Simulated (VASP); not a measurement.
# BiCl (R-3m) in VASP: single point with LDA

Aim: the single point of BiCl with LDA.

All numbers are computed with VASP 6.6.1; they aren't measurements. Logs are shortened: lines on timing, memory, paths and dates and some standing lists are left out, and cuts for length are marked.

## 1. The crystal as given

The structure is trigonal, space group R-3m (No. 166). The conventional cell has a = 3.321 Å, b = 3.321 Å, c = 24.358 Å, α = 90.00°, β = 90.00°, γ = 120.00°. Around Bi (site symmetry 3m) lie 3 Cl at 2.43 Å. Around Cl (site symmetry 3m) lie 3 Bi at 2.43 Å.

The cell comes from a database or a generator and needn't be the stable form of this composition.

## 2. Single point, LDA

Contents of INCAR:

```
PREC = Accurate
ENCUT = 520
EDIFF = 1E-6
ISMEAR = 0
SIGMA = 0.1
LREAL = F
LASPH = T
NELM = 100
ALGO = Fast
ISIF = 2
LWAVE = F
LCHARG = T
GGA = CA
LELF = T
LVHAR = T
NBANDS = 30
```

Contents of KPOINTS:

```
regular mesh
0
Gamma
  6 6 6
```

Contents of POSCAR:

```
BiCl
1.0
    1.6602647979      0.9585543280      8.1192465753
   -1.6602647979      0.9585543280      8.1192465753
    0.0000000000     -1.9171086560      8.1192465753
Bi Cl
2 2
Direct
    0.2168300000      0.2168300000      0.2168300000
    0.7831700000      0.7831700000      0.7831700000
    0.3883000000      0.3883000000      0.3883000000
    0.6117000000      0.6117000000      0.6117000000
```

Potentials or basis: VASP PAW LDA potentials, release 64 (Bi_d, Cl).

On the command line:

```console
$ cat potpaw_LDA.64/Bi_d/POTCAR potpaw_LDA.64/Cl/POTCAR > POTCAR
$ mpirun -np 1 vasp_std > vasp.out
```

OUTCAR:

```text
PREC = Accurate
   ENCUT = 520
   EDIFF = 1E-6
   ISMEAR = 0
   LREAL = F
   LASPH = T
   NELM = 100
   ISIF = 2
   GGA = CA

 ion  position               nearest neighbor table
   1  0.217  0.217  0.217-   4 2.43   4 2.43   4 2.43   2 3.11   2 3.11   2 3.11
   2  0.783  0.783  0.783-   3 2.43   3 2.43   3 2.43   1 3.11   1 3.11   1 3.11
   3  0.388  0.388  0.388-   2 2.43   2 2.43   2 2.43
   4  0.612  0.612  0.612-   1 2.43   1 2.43   1 2.43

  LATTYP: Found a trigonal (rhomboedric) cell.
 ALAT       =     8.3425098471
 COS(alpha) =     0.9207879488

  Lattice vectors:

 A1 = (   1.6602647979,   0.9585543280,   8.1192465753)
 A2 = (  -1.6602647979,   0.9585543280,   8.1192465753)
 A3 = (   0.0000000000,  -1.9171086560,   8.1192465753)

Analysis of symmetry for initial positions (statically):
=====================================================================
 Subroutine PRICEL returns:
 Original cell was already a primitive cell.

 Routine SETGRP: Setting up the symmetry group for a
 trigonal (rhombohedral) supercell.

 Subroutine GETGRP returns: Found 12 space group operations
 (whereof 12 operations were pure point group operations)
 out of a pool of 12 trial point group operations.

The static configuration has the point symmetry D_3d.

Analysis of symmetry for dynamics (positions and initial velocities):
=====================================================================
 Subroutine PRICEL returns:
 Original cell was already a primitive cell.

 Routine SETGRP: Setting up the symmetry group for a
 trigonal (rhombohedral) supercell.

 Subroutine GETGRP returns: Found 12 space group operations
 (whereof 12 operations were pure point group operations)
 out of a pool of 12 trial point group operations.

The dynamic configuration has the point symmetry D_3d.

 Subroutine INISYM returns: Found 12 space group operations
 (whereof 12 operations are pure point group operations),
 and found     1 'primitive' translations

----------------------------------------------------------------------------------------

                                     Primitive cell

  volume of cell :      77.5284

  direct lattice vectors                    reciprocal lattice vectors
     1.660264798  0.958554328  8.119246575     0.301156780  0.173872948  0.041054712
    -1.660264798  0.958554328  8.119246575    -0.301156780  0.173872948  0.041054712
     0.000000000 -1.917108656  8.119246575     0.000000000 -0.347745896  0.041054712

  length of vectors
     8.342509847  8.342509847  8.342509847     0.350160959  0.350160959  0.350160959

  position of ions in fractional coordinates (direct lattice)
     0.216830000  0.216830000  0.216830000
     0.783170000  0.783170000  0.783170000
     0.388300000  0.388300000  0.388300000
     0.611700000  0.611700000  0.611700000

  ion indices of the primitive-cell ions
   primitive index   ion index
                 1           1
                 2           2
                 3           3
                 4           4

----------------------------------------------------------------------------------------

 KPOINTS: regular mesh

Automatic generation of k-mesh.
 Grid dimensions read from file:
 generate k-points for:    6    6    6

 Generating k-lattice:

  Cartesian coordinates                     Fractional coordinates (reciprocal lattice)
     0.050192797  0.028978825  0.006842452     0.166666667  0.000000000  0.000000000
    -0.050192797  0.028978825  0.006842452     0.000000000  0.166666667  0.000000000
     0.000000000 -0.057957649  0.006842452     0.000000000  0.000000000  0.166666667

  Length of vectors
     0.058360160  0.058360160  0.058360160

  Shift w.r.t. Gamma in fractional coordinates (k-lattice)
     0.000000000  0.000000000  0.000000000

 Subroutine IBZKPT returns following result:
 ===========================================

 Found     32 irreducible k-points:

 Following reciprocal coordinates:
            Coordinates               Weight
  0.000000  0.000000  0.000000      1.000000
  0.166667  0.000000  0.000000      6.000000
  0.333333  0.000000  0.000000      6.000000
  0.500000  0.000000  0.000000      3.000000
  0.166667  0.166667  0.000000      6.000000
  0.333333  0.166667  0.000000     12.000000
[... 16 lines left out ...]
  0.500000  0.500000  0.166667      6.000000
 -0.333333  0.500000  0.166667     12.000000
 [... further k-points ...]
   k-points           NKPTS =     32   k-points in BZ     NKDIM =     32   number of bands    NBANDS=     30
   number of dos      NEDOS =    301   number of ions     NIONS =      4
   total plane-waves  NPLWV = 262144
   dimension x,y,z NGX =    64 NGY =   64 NGZ =   64
   dimension x,y,z NGXF=   128 NGYF=  128 NGZF=  128
   ions per type =               2   2
   NGX,Y,Z   is equivalent  to a cutoff of  12.75, 12.75, 12.75 a.u.
   NGXF,Y,Z  is equivalent  to a cutoff of  25.51, 25.51, 25.51 a.u.
 SYSTEM =  unknown system
   PREC   = accura    normal or accurate (medium, high low for compatibility)
   ISTART =      0    job   : 0-new  1-cont  2-samecut
   ICHARG =      2    charge: 1-file 2-atom 10-const
   ISPIN  =      1    spin polarized calculation?
   LNONCOLLINEAR =      F non collinear calculations
   LSORBIT =      F    spin-orbit coupling
   LASPH  =      T    aspherical Exc in radial PAW
   ENCUT  =  520.0 eV  38.22 Ry    6.18 a.u.  15.51 15.51 15.51*2*pi/ulx,y,z
   NELM   =    100;   NELMIN=  2; NELMDL= -5     # of ELM steps
   EDIFF  = 0.1E-05   stopping-criterion for ELM
   LREAL  =      F    real-space projection
   EDIFFG = 0.1E-04   stopping-criterion for IOM
   NSW    =      0    number of steps for IOM
   IBRION =     -1    ionic relax: 0-MD 1-quasi-New 2-CG
   NFREE  =      0    steps in history (QN), initial steepest desc. (CG)
   ISIF   =      2    stress and relaxation
   ISYM   =      2    0-nonsym 1-usesym 2-fastsym
   POTIM  = 0.5000    time-step for ionic-motion
   TEBEG  =    0.0;   TEEND  =   0.0 temperature during run
   PSTRESS=    0.0 pullay stress
   NELECT =      44.0000    total number of electrons
   NUPDOWN=      -1.0000    fix difference up-down
   EMIN   =  10.00;   EMAX   =-10.00  energy-range for DOS
   EFERMI =   0.00;   METHOD = LEGACY
   ISMEAR =     0;   SIGMA  =   0.10  broadening in eV -4-tet -1-fermi 0-gaus
   EFERMI_NEDOS =   21; number of points for ismear=-14 and -15
   IALGO  =     68    algorithm
   IMIX   =      4    mixing-type and parameters
     AMIX     =   0.40;   BMIX     =  1.00
     AMIX_MAG =   1.60;   BMIX_MAG =  1.00
  volume/ion in A,a.u.               =      19.38       130.80
  Fermi-wavevector in a.u.,A,eV,Ry     =   1.355414  2.561361 24.995911  1.837148
  Thomas-Fermi vector in A             =   2.482504
   LORBIT       =      0    0 simple, 1 ext, 2 COOP (PROOUT), +10 PAW based schemes
   GGA     = CA    functional components
   LHFCALC =     F    Hartree Fock is set to
   AEXX    =    0.0000 exact exchange contribution
   IVDW    =     0    specifies the selected vdW correction
   LEPSILON=     F    determine dielectric tensor
   LRPA    =     F    only Hartree local field effects (RPA)
 non-spin polarized calculation
 RMM-DIIS sequential band-by-band and
 Gauss-broadening in eV      SIGMA  =   0.10
  energy-cutoff  :      520.00
  volume of cell :       77.53
 maximum number of plane-waves:      2109
 NGX is ok and might be reduce to    64
   NGX = 31   NGY = 31   NGZ = 31

 number of electron      44.0000001 magnetization

 Free energy of the ion-electron system (eV)
  ---------------------------------------------------
  ext. energy  EPLUGINS =         0.00000000
  ---------------------------------------------------
  free energy    TOTEN  =       -10.16572301 eV

  energy without entropy =      -10.15911512  energy(sigma->0) =      -10.16241906

 E-fermi :  10.5896     XC(G=0): -11.5338

 val. band max:       10.5618529441   @ k =   0.5000   0.1667   0.0000
 cond. band min:      10.7102074165   @ k =   0.5000   0.3333   0.3333
 fundamental gap:      0.1483544724
 Fermi energy:        10.5896178591

 k-point     1 :       0.0000    0.0000    0.0000
  band No.  band energies     occupation
      1     -13.2704      2.00000
      2     -13.2703      2.00000
      3     -13.2703      2.00000
      4     -13.2071      2.00000
      5     -13.1580      2.00000
      6     -13.1580      2.00000
[... 22 lines left out ...]
     29      18.7443      0.00000
     30      19.2445      0.00000

 k-point     2 :       0.1667    0.0000    0.0000
  band No.  band energies     occupation
      1     -13.3538      2.00000
      2     -13.2541      2.00000
      3     -13.2423      2.00000
      4     -13.2088      2.00000
      5     -13.1408      2.00000
      6     -13.1075      2.00000
[... 22 lines left out ...]
     29      17.9089      0.00000
     30      19.0401      0.00000

 k-point     3 :       0.3333    0.0000    0.0000
  band No.  band energies     occupation
      1     -13.4886      2.00000
      2     -13.3680      2.00000
      3     -13.2581      2.00000
      4     -13.2262      2.00000
      5     -13.1594      2.00000
      6     -13.0556      2.00000
[... 22 lines left out ...]
     29      17.7379      0.00000
     30      19.0213      0.00000

 k-point     4 :       0.5000    0.0000    0.0000
  band No.  band energies     occupation
      1     -13.5452      2.00000
      2     -13.4488      2.00000
      3     -13.2696      2.00000
      4     -13.2589      2.00000
      5     -13.1705      2.00000
      6     -13.0160      2.00000
[... 616 lines left out ...]
     29      17.5650      0.00000
     30      18.7218      0.00000

 k-point    23 :       0.5000    0.5000    0.1667
  band No.  band energies     occupation
      1     -13.4901      2.00000
      2     -13.3684      2.00000
      3     -13.2582      2.00000
      4     -13.2260      2.00000
      5     -13.1595      2.00000
      6     -13.0551      2.00000
[... 22 lines left out ...]
     29      17.8855      0.00000
     30      18.6740      0.00000

 k-point    24 :      -0.3333    0.5000    0.1667
  band No.  band energies     occupation
      1     -13.5109      2.00000
      2     -13.4085      2.00000
      3     -13.2758      2.00000
      4     -13.1891      2.00000
      5     -13.1679      2.00000
      6     -13.0529      2.00000
[... 22 lines left out ...]
     29      17.7236      0.00000
     30      19.0394      0.00000

 [... further k-points ...]

------------------------ aborting loop because EDIFF is reached ----------------------------------------

  FORCE on cell =-STRESS in cart. coord.  units (eV):
  Direction    XX          YY          ZZ          XY          YZ          ZX
  --------------------------------------------------------------------------------------
  -------------------------------------------------------------------------------------
  Total       21.6869353     21.6869353     30.4875719      0.0000000     -0.0000000     -0.0000000
  in kB      448.1750675    448.1750675    630.0461283      0.0000000     -0.0000000     -0.0000000
  external PRESSURE =     508.7987544 kB  Pullay stress =       0.0000000 kB

 VOLUME and BASIS-vectors are now :
 -----------------------------------------------------------------------------
  energy-cutoff  :      520.00
  volume of cell :       77.53
      direct lattice vectors                 reciprocal lattice vectors
     1.660264798  0.958554328  8.119246575     0.301156780  0.173872948  0.041054712
    -1.660264798  0.958554328  8.119246575    -0.301156780  0.173872948  0.041054712
     0.000000000 -1.917108656  8.119246575     0.000000000 -0.347745896  0.041054712

 POSITION                                       TOTAL-FORCE (eV/Angst)
 -----------------------------------------------------------------------------------
      0.00000      0.00000      5.28149         0.000000     -0.000000     -6.058652
      0.00000      0.00000     19.07625         0.000000     -0.000000      6.058652
      0.00000      0.00000      9.45811         0.000000      0.000000     -7.939487
      0.00000      0.00000     14.89963         0.000000     -0.000000      7.939487
 -----------------------------------------------------------------------------------
    total drift:                                0.000000     -0.000000     -0.000000

  FREE ENERGIE OF THE ION-ELECTRON SYSTEM (eV)
  ---------------------------------------------------
  free  energy   TOTEN  =       -10.1657230069 eV

  energy  without entropy=      -10.1591151184  energy(sigma->0) =      -10.16241906
```

It took 5.9 min on 1 thread of Intel Xeon Platinum 8375C at 2.90GHz (Ice Lake), shared host; peak memory 0.41 GiB.

Results:

- Free energy: -10.1657 eV
- Pressure: 50.9 GPa
- Largest force: 7.939 eV/Å
- Band gap on the k mesh: none (metal or under the smearing width)

Forces in eV/Å, atoms in the order of the input:
```
Bi   0.000  0.000 -6.059
Bi   0.000  0.000  6.059
Cl   0.000  0.000 -7.939
Cl   0.000  0.000  7.939
```

Levels at points of the mesh, in eV from the Fermi level:
```tsv
k point	band 20	band 21	band 22	band 23	band 24	band 25
(0.00, 0.00, 0.00)	-2.87	-0.75	2.01	3.11	3.11	4.00
(0.50, 0.00, 0.00)	-4.59	-2.59	-1.26	1.45	1.92	2.05
(0.50, 0.50, 0.00)	-5.33	-1.82	-1.40	1.15	1.64	2.04
(0.50, 0.50, 0.50)	-4.61	-0.29	2.42	2.99	2.99	4.19
```

Caveat: the k mesh is coarse (spacing up to 0.37 Å⁻¹), so the values aren't converged; a pressure of tens of GPa on the cell as given is suspect, and the run, the potentials or the cell itself is likely at fault; spin-orbit coupling is left out, which moves the levels of the heavy elements; forces of over 1 eV/Å show positions far from the minimum, so gaps and moduli don't describe the material at rest.
